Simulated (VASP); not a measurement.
```yaml
crystal:
  lattice:
    - [4.41163, 0.00000, 0.00000]
    - [0.00000, 2.75029, 0.00000]
    - [0.00000, 0.00000, 4.79161]
  atoms:
    - { symbol: Mo, position: [0.25000, 0.00000, 0.82933] }
    - { symbol: Mo, position: [0.75000, 0.00000, 0.17067] }
    - { symbol: Ir, position: [0.25000, 0.50000, 0.32422] }
    - { symbol: Ir, position: [0.75000, 0.50000, 0.67578] }
```

These are PBEsol GGA, VASP's PBE PAW potentials (set 64) (plane waves; VASP) values and carry that method's errors. Run with 400 eV cut-off, 8×12×7 Γ-centred mesh, tetrahedra with Blöchl corrections, potentials Mo_sv Ir.

The cores are frozen, which limits the accuracy of field gradients.

### Question
Give the principal components of the electric field gradient (V/Å²) and the asymmetry η at each nucleus.

### Answer

```tsv
atom	Vxx	Vyy	Vzz	η
Mo1	32.2	18.4	-50.6	0.27
Mo2	32.2	18.4	-50.6	0.27
Ir3	34.1	28.3	-62.4	0.09
Ir4	34.1	28.3	-62.4	0.09
```

The structure comes from a computed database's MoIr entry (Pmma); how it stands against other phases isn't given here. It was relaxed first.
